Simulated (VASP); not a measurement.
## Cl on the Cs site in Cs2LiYCl6

Wanted: what Cl on the Cs site costs in Cs2LiYCl6 and how the lattice relaxes round it. The start is a cell from a database of measured crystal structures.

Main program and level: VASP 6.6.1; LDA; plane waves and PAW (Cs_sv, Y_sv, Cl, Li), in the first sound run; inputs show where later runs differ.

Report form: the programs' logs are mostly left out.

### Step 1. The host crystal

Symmetry: Fm-3m, No. 225, cubic system. Conventional cell: a = 10.486 Å, b = 10.486 Å, c = 10.486 Å, α = 90.00°, β = 90.00°, γ = 90.00°. Nearest to Cs lie 12 Cl at 3.71 Å. Nearest to Y lie 6 Cl at 2.63 Å. Nearest to Cl lie 1 Li at 2.62 Å and 1 Y at 2.63 Å and 4 Cs at 3.71 Å. Nearest to Li lie 6 Cl at 2.62 Å. Farther neighbours and most contacts between anions are not listed.

As a file:

```xyz
10
Lattice="0.0000 5.2428 5.2428 5.2428 0.0000 5.2428 5.2428 5.2428 0.0000" Properties=species:S:1:pos:R:3 pbc="T T T"
Cs    7.8643    7.8643    7.8643
Cs    2.6214    2.6214    2.6214
Y     0.0000    0.0000    0.0000
Cl    5.2428    5.2428    7.8595
Cl    5.2428    5.2428    2.6262
Cl    5.2428    7.8595    5.2428
Cl    7.8595    5.2428    5.2428
Cl    5.2428    2.6262    5.2428
Cl    2.6262    5.2428    5.2428
Li    5.2428    5.2428    5.2428
```

### Step 2. The host at zero pressure

First cell and atoms are relaxed at a raised cutoff, so that later runs start from this functional's own cell.

Input file INCAR:

```
SYSTEM = Cs2LiYCl6
PREC = Normal
ENCUT = 350
EDIFF = 1E-05
NELM = 120
ISMEAR = 0
SIGMA = 0.05
LREAL = Auto
ALGO = Fast
GGA = CA
NBANDS = 46
LORBIT = 11
LWAVE = .FALSE.
LCHARG = .FALSE.
IBRION = 2
NSW = 40
ISIF = 3
EDIFFG = -0.03
POTIM = 0.4
```

Input file POSCAR:

```
Cs2LiYCl6
1.0
    0.0000000000      5.2428500000      5.2428500000
    5.2428500000      0.0000000000      5.2428500000
    5.2428500000      5.2428500000      0.0000000000
Cs Y Cl Li
2 1 6 1
Direct
    0.7500000000      0.7500000000      0.7500000000
    0.2500000000      0.2500000000      0.2500000000
    0.0000000000      0.0000000000      0.0000000000
    0.7495400000      0.7495400000      0.2504600000
    0.2504600000      0.2504600000      0.7495400000
    0.7495400000      0.2504600000      0.7495400000
    0.2504600000      0.7495400000      0.7495400000
    0.2504600000      0.7495400000      0.2504600000
    0.7495400000      0.2504600000      0.2504600000
    0.5000000000      0.5000000000      0.5000000000
```

Input file KPOINTS:

```
Automatic mesh
0
Gamma
3 3 3
0 0 0
```

The projector-augmented-wave data sets are Cs_sv, Y_sv, Cl and Li (LDA family, release 64).

The run is started by

```
> export OMP_NUM_THREADS=5
> mpirun -np 1 vasp_std
```

Run time: 2 min. Hardware: 1 × NVIDIA H100 80GB HBM3, 81559 MiB with 1 MPI rank of AMD EPYC 7R13 (Zen 3), card shared with another run, shared host; peak memory 1.7 GiB.

The gap is read on the k-mesh alone, so it is an upper bound where the band edges lie off the mesh. After so large a change of volume the plane waves of the start cell no longer fit, so the final stress carries a basis-set error. The run keeps the 48 symmetry operations of its start, so it cannot find a distortion of lower symmetry.

Relaxation path:

```
step  energy less that of the first step (eV)  largest force (eV/Å)  pressure (GPa)  volume (Å³)
   1                                   0.0000                0.0903           -2.39       288.23
   2                                  -0.1450                0.2195           -0.85       274.11
   3                                  -0.1596                0.3573           -0.14       268.69
   4                                  -0.1876                0.2514           -0.12       266.18
   5                                  -0.2136                0.0223            0.07       260.02
```

```
conventional cell, symmetrised  before   after  change
                         a (Å)  10.486  10.132  -3.4 %
                         b (Å)  10.486  10.132  -3.4 %
                         c (Å)  10.486  10.132  -3.4 %
              volume (Å³/atom)   28.82   26.00  -9.8 %
```

The atoms that moved most (Å, as changes of fractional coordinates times the final cell):

```
atom      dx      dy      dz  length
 Cl4   0.000   0.000  -0.045   0.045
 Cl7  -0.045   0.000   0.000   0.045
 Cl6   0.000  -0.045   0.000   0.045
 Cl5   0.000   0.000   0.045   0.045
 Cl8   0.000   0.045   0.000   0.045
 Cl9   0.045   0.000   0.000   0.045
```

Final coordinates:

```cif
data_structure
_symmetry_space_group_name_H-M 'P 1'
_symmetry_Int_Tables_number 1
_cell_length_a 7.1643
_cell_length_b 7.1643
_cell_length_c 7.1643
_cell_angle_alpha 60.000
_cell_angle_beta 60.000
_cell_angle_gamma 60.000
_cell_volume 260.02
loop_
_atom_site_label
_atom_site_type_symbol
_atom_site_fract_x
_atom_site_fract_y
_atom_site_fract_z
_atom_site_occupancy
Cs1 Cs 0.75000 0.75000 0.75000 1
Cs2 Cs 0.25000 0.25000 0.25000 1
Y3 Y 0.00000 0.00000 0.00000 1
Cl4 Cl 0.74510 0.74510 0.25490 1
Cl5 Cl 0.25490 0.25490 0.74510 1
Cl6 Cl 0.74510 0.25490 0.74510 1
Cl7 Cl 0.25490 0.74510 0.74510 1
Cl8 Cl 0.25490 0.74510 0.25490 1
Cl9 Cl 0.74510 0.25490 0.25490 1
Li10 Li 0.50000 0.50000 0.50000 1
```

This step gave:

```yaml
electronic_cycles: 58
electrons: 72
free_energy_toten: -46.49 eV
fermi_energy: 0.5465 eV
labelled_metallic_from_the_levels_on_this_mesh: no
gap_on_the_k_mesh: 4.682 eV
least_direct_gap_on_the_k_mesh: 4.682 eV
```

The run ended after 5 ionic steps, 0.214 eV below its first step, once forces and stress met EDIFFG = -0.03.

### Step 3. Relax the host again, on a new basis

The volume changed by more than 5 %, so the plane waves of the start no longer fit; a second relaxation removes that error.

Edit INCAR of step 2 so:

```diff
@@ -15,3 +15,3 @@
 IBRION = 2
-NSW = 40
+NSW = 30
 ISIF = 3
```

Input file POSCAR:

```
Cs2LiYCl6
1.0
    0.0000000000      5.0658996952      5.0658996952
    5.0658996952      0.0000000000      5.0658996952
    5.0658996952      5.0658996952      0.0000000000
Cs Y Cl Li
2 1 6 1
Direct
    0.7500000000      0.7500000000      0.7500000000
    0.2500000000      0.2500000000      0.2500000000
    0.0000000000      0.0000000000      0.0000000000
    0.7450981016      0.7450981016      0.2549018984
    0.2549018984      0.2549018984      0.7450981016
    0.7450981016      0.2549018984      0.7450981016
    0.2549018984      0.7450981016      0.7450981016
    0.2549018984      0.7450981016      0.2549018984
    0.7450981016      0.2549018984      0.2549018984
    0.5000000000      0.5000000000      0.5000000000
```

KPOINTS is that of step 2.

It took 41 s on 1 × NVIDIA H100 80GB HBM3, 81559 MiB with 1 MPI rank; peak memory 1.7 GiB.

Little changed from the start: no atom moved by 0.005 Å and no cell edge by 0.1 %.

This step gave:

```
electronic cycles : 21
Fermi energy      : 0.5504 eV
```

The start already met the threshold, so nothing moved.

### Step 4. Screening in the host

Charged cells interact with their images through the host's screening, so the correction needs its dielectric constant.

Input file INCAR:

```
SYSTEM = Cs2LiYCl6
PREC = Accurate
ENCUT = 300
EDIFF = 1E-08
NELM = 120
ISMEAR = 0
SIGMA = 0.05
LREAL = .FALSE.
ALGO = Normal
GGA = CA
NBANDS = 46
LWAVE = .FALSE.
LCHARG = .FALSE.
LEPSILON = .TRUE.
```

POSCAR is that of step 3.

KPOINTS is that of step 3.

It took 3.1 min on 1 × NVIDIA H100 80GB HBM3, 81559 MiB with 1 MPI rank; peak memory 1.8 GiB.

Energies printed during the response cycles are not total energies of the cell.

A gap read on the k-mesh alone can miss the band edges.

This step gave:

- Fermi energy: 0.5456 eV
- gap on the k-mesh: 4.685 eV
- least direct gap on the k-mesh: 4.685 eV

Electronic dielectric tensor with local fields:

```
3.26 0.00 0.00
0.00 3.26 0.00
0.00 0.00 3.26
```

Born effective charge (e), principal values of the symmetric part by kind of site:

```
atom  atoms with these values    low  middle   high   mean
 Cs1                        2   1.35    1.35   1.35   1.35
  Y3                        1   3.54    3.54   3.54   3.54
 Cl4                        6  -1.99   -0.91  -0.91  -1.27
Li10                        1   1.40    1.40   1.40   1.40
```

In full for Cs1:

```
1.35 0.00 0.00
0.00 1.35 0.00
0.00 0.00 1.35
```

The electrons screen with a mean of 3.26; the ions' part was not run for this cell, so the correction is too large where they screen.

### Step 5. The perfect supercell

System of this step: Cs2LiYCl6. The cell holds 80 atoms: 16 Cs, 8 Y, 48 Cl and 8 Li. Its edges and angles: a = 14.329 Å, b = 14.329 Å, c = 14.329 Å, α = 60.0°, β = 60.0°, γ = 60.0°. It derives from Cs2LiYCl6.

The same cell, mesh and cutoff without the defect give the energy to subtract and, in a gapped host, the band edges to count from, so that most errors cancel.

Input file INCAR:

```
SYSTEM = Cs2LiYCl6
PREC = Normal
ENCUT = 300
EDIFF = 1E-05
NELM = 120
ISMEAR = 0
SIGMA = 0.05
LREAL = Auto
ALGO = Fast
GGA = CA
LORBIT = 11
LWAVE = .FALSE.
LCHARG = .FALSE.
```

Input file POSCAR:

```
Cs2LiYCl6
1.0
    0.0000000000     10.1317993904     10.1317993904
   10.1317993904      0.0000000000     10.1317993904
   10.1317993904     10.1317993904      0.0000000000
Cs Y Cl Li
16 8 48 8
Direct
    0.3750000000      0.3750000000      0.3750000000
    0.3750000000      0.3750000000      0.8750000000
    0.3750000000      0.8750000000      0.3750000000
    0.3750000000      0.8750000000      0.8750000000
    0.8750000000      0.3750000000      0.3750000000
    0.8750000000      0.3750000000      0.8750000000
    0.8750000000      0.8750000000      0.3750000000
    0.8750000000      0.8750000000      0.8750000000
    0.1250000000      0.1250000000      0.1250000000
    0.1250000000      0.1250000000      0.6250000000
    0.1250000000      0.6250000000      0.1250000000
    0.1250000000      0.6250000000      0.6250000000
    0.6250000000      0.1250000000      0.1250000000
    0.6250000000      0.1250000000      0.6250000000
    0.6250000000      0.6250000000      0.1250000000
    0.6250000000      0.6250000000      0.6250000000
    0.0000000000      0.0000000000      0.0000000000
    0.0000000000      0.0000000000      0.5000000000
    0.0000000000      0.5000000000      0.0000000000
    0.0000000000      0.5000000000      0.5000000000
    0.5000000000      0.0000000000      0.0000000000
    0.5000000000      0.0000000000      0.5000000000
    0.5000000000      0.5000000000      0.0000000000
    0.5000000000      0.5000000000      0.5000000000
    0.3725490508      0.3725490508      0.1274509492
    0.3725490508      0.3725490508      0.6274509492
    0.3725490508      0.8725490508      0.1274509492
    0.3725490508      0.8725490508      0.6274509492
    0.8725490508      0.3725490508      0.1274509492
    0.8725490508      0.3725490508      0.6274509492
    0.8725490508      0.8725490508      0.1274509492
    0.8725490508      0.8725490508      0.6274509492
    0.1274509492      0.1274509492      0.3725490508
    0.1274509492      0.1274509492      0.8725490508
    0.1274509492      0.6274509492      0.3725490508
    0.1274509492      0.6274509492      0.8725490508
    0.6274509492      0.1274509492      0.3725490508
    0.6274509492      0.1274509492      0.8725490508
    0.6274509492      0.6274509492      0.3725490508
    0.6274509492      0.6274509492      0.8725490508
    0.3725490508      0.1274509492      0.3725490508
    0.3725490508      0.1274509492      0.8725490508
    0.3725490508      0.6274509492      0.3725490508
    0.3725490508      0.6274509492      0.8725490508
    0.8725490508      0.1274509492      0.3725490508
    0.8725490508      0.1274509492      0.8725490508
    0.8725490508      0.6274509492      0.3725490508
    0.8725490508      0.6274509492      0.8725490508
    0.1274509492      0.3725490508      0.3725490508
    0.1274509492      0.3725490508      0.8725490508
    0.1274509492      0.8725490508      0.3725490508
    0.1274509492      0.8725490508      0.8725490508
    0.6274509492      0.3725490508      0.3725490508
    0.6274509492      0.3725490508      0.8725490508
    0.6274509492      0.8725490508      0.3725490508
    0.6274509492      0.8725490508      0.8725490508
    0.1274509492      0.3725490508      0.1274509492
    0.1274509492      0.3725490508      0.6274509492
    0.1274509492      0.8725490508      0.1274509492
    0.1274509492      0.8725490508      0.6274509492
    0.6274509492      0.3725490508      0.1274509492
    0.6274509492      0.3725490508      0.6274509492
    0.6274509492      0.8725490508      0.1274509492
    0.6274509492      0.8725490508      0.6274509492
    0.3725490508      0.1274509492      0.1274509492
    0.3725490508      0.1274509492      0.6274509492
    0.3725490508      0.6274509492      0.1274509492
    0.3725490508      0.6274509492      0.6274509492
    0.8725490508      0.1274509492      0.1274509492
    0.8725490508      0.1274509492      0.6274509492
    0.8725490508      0.6274509492      0.1274509492
    0.8725490508      0.6274509492      0.6274509492
    0.2500000000      0.2500000000      0.2500000000
    0.2500000000      0.2500000000      0.7500000000
    0.2500000000      0.7500000000      0.2500000000
    0.2500000000      0.7500000000      0.7500000000
    0.7500000000      0.2500000000      0.2500000000
    0.7500000000      0.2500000000      0.7500000000
    0.7500000000      0.7500000000      0.2500000000
    0.7500000000      0.7500000000      0.7500000000
```

Input file KPOINTS:

```
Automatic mesh
0
Gamma
1 1 1
0 0 0
```

The run is started by

```
> export OMP_NUM_THREADS=5
> mpirun -np 1 vasp_gam
```

The job ended after 2 min (1 × NVIDIA H100 80GB HBM3, 81559 MiB with 1 MPI rank; peak memory 2 GiB).

This step gave:

* electronic cycles: 24
* electrons: 576
* free energy (TOTEN): -371.2847 eV
* Fermi energy: 0.5531 eV
* gap on the k-mesh: 4.674 eV

No direct gap is given, since this cell folds other wave vectors onto the zone centre.

The perfect cell has a gap of 4.67 eV on this mesh, with its valence-band top at 0.230 eV, and charged states follow.

### Step 6. Relaxing the atoms

This step: LDA; plane waves and PAW (Cl) (VASP 6.6.1).

System of this step: Cl2. The cell holds 2 atoms: 2 Cl. Cell: a = 11.000 Å, b = 11.500 Å, c = 14.000 Å, α = 90.0°, β = 90.0°, γ = 90.0°. Vacuum lies along a, b and c.

The reference for Cl is the Cl2 molecule, relaxed in a box at the cutoff of the large cell.

Input file INCAR:

```
SYSTEM = Cl
PREC = Normal
ENCUT = 300
EDIFF = 1E-05
NELM = 120
ISMEAR = 0
SIGMA = 0.01
LREAL = Auto
ALGO = Fast
GGA = CA
NBANDS = 13
LORBIT = 11
LWAVE = .FALSE.
LCHARG = .FALSE.
IBRION = 2
NSW = 20
ISIF = 2
EDIFFG = -0.03
POTIM = 0.4
MAXMIX = 40
ISYM = 0
```

Input file POSCAR:

```
Cl
1.0
   11.0000000000      0.0000000000      0.0000000000
    0.0000000000     11.5000000000      0.0000000000
    0.0000000000      0.0000000000     14.0000000000
Cl
2
Direct
    0.5000000000      0.5000000000      0.4289285700
    0.5000000000      0.5000000000      0.5710714300
```

KPOINTS is that of step 5.

The projector-augmented-wave data sets are Cl (LDA family, release 64).

Wall time 11 s (1 × NVIDIA H100 80GB HBM3, 81559 MiB with 1 MPI rank); peak memory 1.7 GiB.

The steps of the relaxation:

```
step  energy less that of the first step (eV)  largest force (eV/Å)
   1                                   0.0000                0.3517
   2                                  -0.0024                0.1905
   3                                  -0.0032                0.0035
```

Final coordinates:

```
Cl
1.0
    11.00000    0.00000    0.00000
     0.00000   11.50000    0.00000
     0.00000    0.00000   14.00000
Cl
2
Direct
  0.50000 0.50000 0.42957
  0.50000 0.50000 0.57043
```

This step gave:

```
electronic cycles                                     : 31
electrons                                             : 14
free energy (TOTEN)                                   : -3.983 eV
gap between the highest filled and lowest empty level : 3.079 eV
```

The run ended after 3 ionic steps, 0.003 eV below its first step, once the forces on the free atoms met EDIFFG = -0.03.

Energy at zero smearing: -3.98333 eV.

### Step 7. Reference Cs

This step: LDA; plane waves and PAW (Cs_sv) (VASP 6.6.1).

System of this step: Cs. The structure is cubic, space group Im-3m (No. 229). The conventional cell has a = 6.050 Å, b = 6.050 Å, c = 6.050 Å, α = 90.00°, β = 90.00°, γ = 90.00°.

The reference for Cs is its crystal, relaxed at the cutoff of the large cell.

Input file INCAR:

```
SYSTEM = Cs
PREC = Normal
ENCUT = 300
EDIFF = 1E-05
NELM = 120
ISMEAR = 1
SIGMA = 0.1
LREAL = Auto
ALGO = Fast
GGA = CA
NBANDS = 10
LORBIT = 11
LWAVE = .FALSE.
LCHARG = .FALSE.
IBRION = 2
NSW = 25
ISIF = 3
EDIFFG = -0.02
POTIM = 0.4
```

Input file POSCAR:

```
Cs
1.0
   -3.0250000000      3.0250000000      3.0250000000
    3.0250000000     -3.0250000000      3.0250000000
    3.0250000000      3.0250000000     -3.0250000000
Cs
1
Direct
    0.0000000000      0.0000000000      0.0000000000
```

Input file KPOINTS:

```
Automatic mesh
0
Gamma
6 6 6
0 0 0
```

PAW data sets: Cs_sv (LDA family, release 64).

The run is started by

```
> export OMP_NUM_THREADS=5
> mpirun -np 1 vasp_std
```

Run time: 73 s. Hardware: 1 × NVIDIA H100 80GB HBM3, 81559 MiB with 1 MPI rank; peak memory 1.6 GiB.

This run has no spin polarisation. Its electron count is odd, so without a moment it is a metal by construction. The k-mesh is coarse for a metal.

Step by step:

```
step  energy less that of the first step (eV)  largest force (eV/Å)  pressure (GPa)  volume (Å³)
   1                                   0.0000                0.0000           -0.30       110.72
   2                                  -0.0045                0.0000           -0.26       108.09
   3                                  -0.0143                0.0000           -0.14       100.44
   4                                  -0.0073                0.0000            0.27        86.25
   5                                  -0.0159                0.0000           -0.02        94.95
```

```
conventional cell, symmetrised  before  after   change
                         a (Å)   6.050  5.748   -5.0 %
                         b (Å)   6.050  5.748   -5.0 %
                         c (Å)   6.050  5.748   -5.0 %
              volume (Å³/atom)  110.72  94.95  -14.2 %
```

The relaxed structure:

```xyz
1
Lattice="-2.8739 2.8739 2.8739 2.8739 -2.8739 2.8739 2.8739 2.8739 -2.8739" Properties=species:S:1:pos:R:3 pbc="T T T"
Cs    0.0000    0.0000    0.0000
```

This step gave:

```
electronic cycles                               : 38
electrons                                       : 9
free energy (TOTEN)                             : -0.9800 eV
energy at zero smearing                         : -0.9781 eV
Fermi energy                                    : 0.8108 eV
labelled metallic, from the levels on this mesh : yes
```

The run ended after 5 ionic steps, 0.016 eV below its first step, once forces and stress met EDIFFG = -0.02.

Energy at zero smearing: -0.97805 eV.

(Part 1 of 3 ends here.)

[Lines on the potential files, build, host, timing and source positions are cut from VASP's logs without a mark.]

[Logs are printed without paths, hosts, clocks, repeated set-up lines and the standing remarks that a program may print on its own settings, such as how far it seeks lower states.]

[Hosts, paths, dates, database ids (printed as entryN), source tags and the programs' standing remarks are cut or masked in the printed files.]

[In band tables of VASP the shares of atoms and orbitals are scaled to a sum of 1 inside the atoms' spheres.]

[Runs that stopped without an error message from VASP are left out.]
